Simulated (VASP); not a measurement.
```
GaN
1.0
    1.59905    -2.76963     0.00000
    1.59905     2.76963     0.00000
    0.00000     0.00000     5.20509
Ga N
2 2
Cartesian
  1.59905  -0.92321   2.60272
  1.59905   0.92321   0.00017
  1.59905  -0.92321   4.56469
  1.59905   0.92321   1.96214
```

All values below come from PBE GGA with D3 dispersion (Becke-Johnson damping), VASP's PBE PAW potentials (set 64) (plane waves; VASP). Settings: 520 eV cut-off, Gaussian smearing of 0.050 eV, potentials Ga_d N.

### Question
Give the energies of bands 13 to 21 at the high-symmetry points, in eV from the valence-band maximum.

### Answer

| band | Γ | M | K | A | L | H |
|---|---|---|---|---|---|---|
| 13 | -6.98 | -6.40 | -5.31 | -3.82 | -6.54 | -6.12 |
| 14 | -1.02 | -5.25 | -5.31 | -3.82 | -6.54 | -6.12 |
| 15 | -1.02 | -4.15 | -5.21 | -0.52 | -1.92 | -4.14 |
| 16 | -0.03 | -2.71 | -2.94 | -0.52 | -1.92 | -4.14 |
| 17 | 0.00 | -2.17 | -2.94 | -0.52 | -1.86 | -1.45 |
| 18 | 0.00 | -0.99 | -2.69 | -0.52 | -1.86 | -1.45 |
| 19 | 1.85 | 5.04 | 5.18 | 4.19 | 4.38 | 6.36 |
| 20 | 4.19 | 5.50 | 7.71 | 4.19 | 4.38 | 6.36 |
| 21 | 9.15 | 6.04 | 7.71 | 8.42 | 7.70 | 7.31 |

The gap is direct, 1.85 eV, from the valence maximum at Γ to the conduction minimum at Γ.

Measured: gap 3.68 eV (computed value off by -1.83 eV), as given by Wei Chen et al., Physical Review Materials (2018), doi:10.1103/physrevmaterials.2.073803 [zero-point renormalisation of 0.17 eV added back (the table's ZPR column)].

The compound is GaN in the wurtzite structure. It was relaxed first.
